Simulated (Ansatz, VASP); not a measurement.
# KTaO3: VASP beside Ansatz, part 2 of 3

Wanted: the spread between two codes on one cell, functional and k mesh. The cell is taken from a series of runs on this material, whose earlier steps may have relaxed, scaled, displaced or heated it; both programs get it as it stands.

VASP 6.6.1 and Ansatz 0.2.0.

So far: Set-up; VASP: zone-centre phonons, PBE.

## Step 2: VASP: zone-centre phonons, PBE (continued)

Level of this step: PBE; plane waves and PAW (O, K_sv, Ta_pv) (VASP).

OUTCAR, selected parts (step 2):

```text
ion  position               nearest neighbor table
   1  0.500  0.000  0.000-   5 1.96   5 1.96   4 2.77   4 2.77   4 2.77   4 2.77
   2  0.000  0.500  0.000-   5 1.96   5 1.96   4 2.77   4 2.77   4 2.77   4 2.77
   3  0.000  0.000  0.500-   5 1.96   5 1.96   4 2.77   4 2.77   4 2.77   4 2.77
   4  0.500  0.500  0.500-   1 2.77   2 2.77   3 2.77   1 2.77   2 2.77   1 2.77   3 2.77   1 2.77
                             2 2.77   3 2.77   2 2.77   3 2.77   5 3.39   5 3.39   5 3.39   5 3.39
   5  0.000  0.000  0.000-   1 1.96   2 1.96   3 1.96   3 1.96   2 1.96   1 1.96   4 3.39   4 3.39
                             4 3.39   4 3.39   4 3.39   4 3.39   4 3.39   4 3.39

  LATTYP: Found a simple cubic cell.
 ALAT       =     3.9129191699

 Subroutine GETGRP returns: Found 48 space group operations
 (whereof 48 operations were pure point group operations)

The static configuration has the point symmetry O_h .

 Found     35 irreducible k-points:

   k-points           NKPTS =     35   k-points in BZ     NKDIM =     35   number of bands    NBANDS=     25

   dimension x,y,z NGX =    32 NGY =   32 NGZ =   32
   dimension x,y,z NGXF=    64 NGYF=   64 NGZF=   64

   ENCUT  =  600.0 eV  44.10 Ry    6.64 a.u.   7.82  7.82  7.82*2*pi/ulx,y,z

   NELECT =      38.0000    total number of electrons

 k-points in reciprocal lattice and weights: Automatic mesh
   0.00000000  0.00000000  0.00000000       0.002
   0.12500000  0.00000000  0.00000000       0.012
   0.25000000  0.00000000  0.00000000       0.012
   0.37500000  0.00000000  0.00000000       0.012
   0.50000000  0.00000000  0.00000000       0.006
   0.12500000  0.12500000  0.00000000       0.023
   0.25000000  0.12500000  0.00000000       0.047
   0.37500000  0.12500000  0.00000000       0.047
   0.50000000  0.12500000  0.00000000       0.023
[...]
0.50000000  0.50000000  0.37500000       0.012
   0.50000000  0.50000000  0.50000000       0.002

 average (electrostatic) potential at core
       1 -71.4509       2 -71.4509       3 -71.4509       4 -32.1962       5 -39.9515

  Total        7.4281965      7.4281965      7.4281965     -0.0000000      0.0000000     -0.0000000
[...]
2     0.00000     1.15977    -0.00000
    3    -0.00000    -0.00000     1.15977
 ion    5
    1     8.69300     0.00000    -0.00000
    2     0.00000     8.69300    -0.00000
    3     0.00000    -0.00000     8.69300

 Eigenvectors and eigenvalues of the dynamical matrix
 ----------------------------------------------------

   1 f  =   18.987239 THz   119.300343 2PiTHz  633.346129 cm-1    78.524877 meV
             X         Y         Z           dx          dy          dz
      1.956460  0.000000  0.000000     0.000000    0.000000   -0.283873
      0.000000  1.956460  0.000000     0.000000   -0.000000   -0.283873
      0.000000  0.000000  1.956460     0.000000    0.000000    0.910231
      1.956460  1.956460  1.956460    -0.000000    0.000000   -0.000975
      0.000000  0.000000  0.000000     0.000000   -0.000000   -0.101537

   2 f  =   18.987239 THz   119.300343 2PiTHz  633.346129 cm-1    78.524877 meV
             X         Y         Z           dx          dy          dz
      1.956460  0.000000  0.000000     0.014767    0.283836    0.000000
      0.000000  1.956460  0.000000    -0.004606   -0.910112    0.000000
      0.000000  0.000000  1.956460    -0.004606    0.283836   -0.000000
      1.956460  1.956460  1.956460    -0.000016    0.000975   -0.000000
      0.000000  0.000000  0.000000    -0.001647    0.101524    0.000000

   3 f  =   18.987239 THz   119.300343 2PiTHz  633.346129 cm-1    78.524877 meV
             X         Y         Z           dx          dy          dz
      1.956460  0.000000  0.000000     0.910112   -0.004606   -0.000000
      0.000000  1.956460  0.000000    -0.283836    0.014767    0.000000
      0.000000  0.000000  1.956460    -0.283836   -0.004606   -0.000000
      1.956460  1.956460  1.956460    -0.000975   -0.000016    0.000000
      0.000000  0.000000  0.000000    -0.101524   -0.001647    0.000000

   4 f  =    7.106207 THz    44.649616 2PiTHz  237.037554 cm-1    29.388898 meV
             X         Y         Z           dx          dy          dz
      1.956460  0.000000  0.000000    -0.000000    0.365734    0.002753
      0.000000  1.956460  0.000000    -0.605170   -0.000000   -0.002753
      0.000000  0.000000  1.956460     0.605170   -0.365734    0.000000
      1.956460  1.956460  1.956460     0.000000    0.000000    0.000000
      0.000000  0.000000  0.000000    -0.000000   -0.000000    0.000000

   5 f  =    7.106207 THz    44.649616 2PiTHz  237.037554 cm-1    29.388898 meV
             X         Y         Z           dx          dy          dz
      1.956460  0.000000  0.000000     0.000000    0.595090    0.126928
      0.000000  1.956460  0.000000     0.360219    0.000000   -0.126928
      0.000000  0.000000  1.956460    -0.360219   -0.595090    0.000000
      1.956460  1.956460  1.956460    -0.000000   -0.000000   -0.000000
      0.000000  0.000000  0.000000     0.000000    0.000000   -0.000000

   6 f  =    7.106207 THz    44.649616 2PiTHz  237.037554 cm-1    29.388898 meV
             X         Y         Z           dx          dy          dz
      1.956460  0.000000  0.000000    -0.000000    0.110033   -0.695616
      0.000000  1.956460  0.000000     0.063334    0.000000    0.695616
      0.000000  0.000000  1.956460    -0.063334   -0.110033   -0.000000
      1.956460  1.956460  1.956460    -0.000000   -0.000000    0.000000
      0.000000  0.000000  0.000000     0.000000   -0.000000    0.000000

   7 f  =    6.526082 THz    41.004580 2PiTHz  217.686650 cm-1    26.989693 meV
             X         Y         Z           dx          dy          dz
      1.956460  0.000000  0.000000     0.213309   -0.089864   -0.007669
      0.000000  1.956460  0.000000     0.321570   -0.059610   -0.007669
      0.000000  0.000000  1.956460     0.321570   -0.089864   -0.005087
      1.956460  1.956460  1.956460    -0.812334    0.227010    0.019374
      0.000000  0.000000  0.000000     0.121949   -0.034079   -0.002908

   8 f  =    6.526082 THz    41.004580 2PiTHz  217.686650 cm-1    26.989693 meV
             X         Y         Z           dx          dy          dz
      1.956460  0.000000  0.000000     0.003956   -0.007152    0.333849
      0.000000  1.956460  0.000000     0.005963   -0.004744    0.333849
      0.000000  0.000000  1.956460     0.005963   -0.007152    0.221454
      1.956460  1.956460  1.956460    -0.015065    0.018066   -0.843352
      0.000000  0.000000  0.000000     0.002262   -0.002712    0.126605

   9 f  =    6.526082 THz    41.004580 2PiTHz  217.686650 cm-1    26.989693 meV
             X         Y         Z           dx          dy          dz
      1.956460  0.000000  0.000000     0.059696    0.321582    0.005281
      0.000000  1.956460  0.000000     0.089993    0.213317    0.005281
      0.000000  0.000000  1.956460     0.089993    0.321582    0.003503
      1.956460  1.956460  1.956460    -0.227337   -0.812364   -0.013342
      0.000000  0.000000  0.000000     0.034128    0.121953    0.002003

  10 f  =    4.115356 THz    25.857544 2PiTHz  137.273499 cm-1    17.019737 meV
             X         Y         Z           dx          dy          dz
      1.956460  0.000000  0.000000     0.105124   -0.450839    0.001113
      0.000000  1.956460  0.000000     0.209680   -0.226031    0.001113
      0.000000  0.000000  1.956460     0.209680   -0.450839    0.000558
      1.956460  1.956460  1.956460     0.158849   -0.341547    0.000843
      0.000000  0.000000  0.000000    -0.231565    0.497896   -0.001230

  11 f  =    4.115356 THz    25.857544 2PiTHz  137.273499 cm-1    17.019737 meV
             X         Y         Z           dx          dy          dz
      1.956460  0.000000  0.000000    -0.226014   -0.209678   -0.005764
      0.000000  1.956460  0.000000    -0.450805   -0.105123   -0.005764
      0.000000  0.000000  1.956460    -0.450805   -0.209678   -0.002890
      1.956460  1.956460  1.956460    -0.341520   -0.158848   -0.004366
      0.000000  0.000000  0.000000     0.497858    0.231563    0.006365

  12 f  =    4.115356 THz    25.857544 2PiTHz  137.273499 cm-1    17.019737 meV
             X         Y         Z           dx          dy          dz
      1.956460  0.000000  0.000000     0.002856    0.001421   -0.497181
      0.000000  1.956460  0.000000     0.005696    0.000713   -0.497181
      0.000000  0.000000  1.956460     0.005696    0.001421   -0.249265
      1.956460  1.956460  1.956460     0.004315    0.001077   -0.376654
      0.000000  0.000000  0.000000    -0.006290   -0.001570    0.549074

  13 f/i=    0.015349 THz     0.096442 2PiTHz    0.511994 cm-1     0.063479 meV
             X         Y         Z           dx          dy          dz
      1.956460  0.000000  0.000000    -0.113342   -0.217381    0.021591
      0.000000  1.956460  0.000000    -0.113712   -0.216674    0.021591
      0.000000  0.000000  1.956460    -0.113712   -0.217381    0.021521
      1.956460  1.956460  1.956460    -0.176617   -0.337636    0.033535
      0.000000  0.000000  0.000000    -0.378540   -0.723647    0.071875

  14 f/i=    0.015349 THz     0.096442 2PiTHz    0.511994 cm-1     0.063479 meV
             X         Y         Z           dx          dy          dz
      1.956460  0.000000  0.000000     0.010345    0.018938    0.245326
      0.000000  1.956460  0.000000     0.010378    0.018876    0.245326
      0.000000  0.000000  1.956460     0.010378    0.018938    0.244528
      1.956460  1.956460  1.956460     0.016120    0.029414    0.381040
      0.000000  0.000000  0.000000     0.034549    0.063042    0.816674

  15 f/i=    0.015349 THz     0.096442 2PiTHz    0.511994 cm-1     0.063479 meV
             X         Y         Z           dx          dy          dz
      1.956460  0.000000  0.000000    -0.217494    0.114184    0.000417
      0.000000  1.956460  0.000000    -0.218204    0.113813    0.000417
      0.000000  0.000000  1.956460    -0.218204    0.114184    0.000415
      1.956460  1.956460  1.956460    -0.338914    0.177350    0.000647
      0.000000  0.000000  0.000000    -0.726387    0.380111    0.001387

 MACROSCOPIC STATIC DIELECTRIC TENSOR IONIC CONTRIBUTION
 ------------------------------------------------------
          65.355298     0.000000     0.000000
           0.000000    65.355298    -0.000000
           0.000000    -0.000000    65.355298
 ------------------------------------------------------

 ELASTIC MODULI CONTR FROM IONIC RELAXATION (kBar)
 Direction    XX          YY          ZZ          XY          YZ          ZX
 --------------------------------------------------------------------------------
 XX           0.0000      0.0000      0.0000      0.0000      0.0000      0.0000
 YY           0.0000      0.0000      0.0000      0.0000      0.0000      0.0000
 ZZ           0.0000      0.0000      0.0000      0.0000      0.0000      0.0000
 XY           0.0000      0.0000      0.0000      0.0000      0.0000      0.0000
 YZ           0.0000      0.0000      0.0000      0.0000      0.0000      0.0000
 ZX           0.0000      0.0000      0.0000      0.0000      0.0000      0.0000
 --------------------------------------------------------------------------------

 PIEZOELECTRIC TENSOR IONIC CONTR  for field in x, y, z        (C/m^2)
          XX          YY          ZZ          XY          YZ          ZX
  --------------------------------------------------------------------------------
  x     0.00000     0.00000     0.00000     0.00000     0.00000     0.00000
  y     0.00000     0.00000     0.00000     0.00000     0.00000     0.00000
  z     0.00000     0.00000     0.00000     0.00000     0.00000     0.00000
```

[end of part 2 of 3]

[Lines on the potential files, build, host, timing and source positions are cut from VASP's logs without a mark.]

[Logs are printed without paths, hosts, clocks, repeated set-up lines and the standing remarks that a program may print on its own settings, such as how far it seeks lower states.]

[Hosts, paths, dates, database ids (printed as entryN), source tags and the programs' standing remarks are cut or masked in the printed files.]
